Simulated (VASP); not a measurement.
Write the native input for VASP 6.6.1 that does the following.

| Property | Result |
| --- | --- |
| Task | band structure |
| Functional | revPBE |
| Potentials or basis | VASP PAW PBE potentials, release 64 (Ni, Mo_sv, Pd, Ir, W_sv) |
| Cutoff | 520 eV |
| k mesh | 11 × 11 × 3 |
| Occupations | fermi-dirac, width 0.05 eV |
| Spin | collinear spin, ferromagnetic start |
| Starting moments | [1.0, 1.0, 0.0, 0.6, 0.0] μB |
| Further INCAR settings | ALGO = Fast; EDIFF = 1e-06 |

The system is NiMoIrPdW.

```xyz
5
Lattice="2.7726 0.0000 0.0000 -1.3863 2.4011 0.0000 0.0000 0.0000 11.3825" Properties=species:S:1:pos:R:3 pbc="T T T"
Ni   -1.3863    2.4011    8.0696
Mo    1.3863    0.8004    3.3616
Pd    1.3863    0.8004   10.2356
Ir   -1.3863    2.4011    1.2034
W     1.3863    0.8004    6.0149
```

The cell was built by a generator and needn't be a form met in nature.

The input as run:

POSCAR

```
NiMoIrPdW                               
1.0
    2.7725690578     -0.0000036545     -0.0000015009
   -1.3862876938      2.4011077243      0.0000015009
   -0.0000061895      0.0000035735     11.3824578575
  Ni              Mo              Pd              Ir              W             
     1     1     1     1     1
Direct
     0.0000008801826452    0.9999991198173778    0.7089517336240966
     0.6666694664378818    0.3333305335620814    0.2953314803709217
     0.6666692645939208    0.3333307354060585    0.8992409290163609
     0.0000013363688813    0.9999986636311682    0.1057232557332152
     0.6666690524166810    0.3333309475833042    0.5284326012554008
```

INCAR.step1

```
ALGO = Fast
EDIFF = 1E-6
ENCUT = 520
GGA = RE
ISIF = 2
ISMEAR = -1
ISPIN = 2
KPAR = 4
LASPH = True
LCHARG = True
LMAXMIX = 4
LORBIT = 11
LREAL = False
LWAVE = False
MAGMOM = 1 1 0 0.6 0
NELM = 100
PREC = Accurate
SIGMA = 0.05
```

KPOINTS.step1

```
k-points
0
Gamma
  11 11 3
```

INCAR.step2

```
ALGO = Fast
EDIFF = 1E-6
ENCUT = 520
GGA = RE
ICHARG = 11
ISIF = 2
ISMEAR = 0
ISPIN = 2
KPAR = 4
LASPH = True
LCHARG = False
LMAXMIX = 4
LORBIT = 11
LREAL = False
LWAVE = False
MAGMOM = 1 1 0 0.6 0
NELM = 100
PREC = Accurate
SIGMA = 0.05
```

KPOINTS.step2

```
path GMKGALHA,LM,KH
20
line-mode
reciprocal
 0.0000000000  0.0000000000  0.0000000000  G
 0.5000000000  0.0000000000  0.0000000000  M

 0.5000000000  0.0000000000  0.0000000000  M
 0.3333333333  0.3333333333  0.0000000000  K

 0.3333333333  0.3333333333  0.0000000000  K
 0.0000000000  0.0000000000  0.0000000000  G

 0.0000000000  0.0000000000  0.0000000000  G
 0.0000000000  0.0000000000  0.5000000000  A

 0.0000000000  0.0000000000  0.5000000000  A
 0.5000000000  0.0000000000  0.5000000000  L

 0.5000000000  0.0000000000  0.5000000000  L
 0.3333333333  0.3333333333  0.5000000000  H

 0.3333333333  0.3333333333  0.5000000000  H
 0.0000000000  0.0000000000  0.5000000000  A

 0.5000000000  0.0000000000  0.5000000000  L
 0.5000000000  0.0000000000  0.0000000000  M

 0.3333333333  0.3333333333  0.0000000000  K
 0.3333333333  0.3333333333  0.5000000000  H
```

Potentials or basis: VASP PAW PBE potentials, release 64 (Ni, Mo_sv, Pd, Ir, W_sv).

The run is started by

```console
$ cat potpaw_PBE.64/Ni/POTCAR potpaw_PBE.64/Mo_sv/POTCAR potpaw_PBE.64/Pd/POTCAR potpaw_PBE.64/Ir/POTCAR potpaw_PBE.64/W_sv/POTCAR > POTCAR
$ cp INCAR.step1 INCAR
$ cp KPOINTS.step1 KPOINTS
$ mpirun -np 4 vasp_std > vasp.out
$ cp INCAR.step2 INCAR
$ cp KPOINTS.step2 KPOINTS
$ mpirun -np 4 vasp_std > vasp.out
```

It gave:

- Band gap along the path: none (metal or under the smearing width)
- Net moment: 0.00 μB per cell

Caveat: the log is that of the step along the path at fixed density, whose energy, stress, charges and moments have no meaning; spin-orbit coupling is left out, which moves the levels of the heavy elements.

It took 6.4 min on 4 MPI ranks on Intel(R) Xeon(R) Platinum 8488C (Sapphire Rapids), with other jobs on the host, peak memory 0.9 GiB a rank.
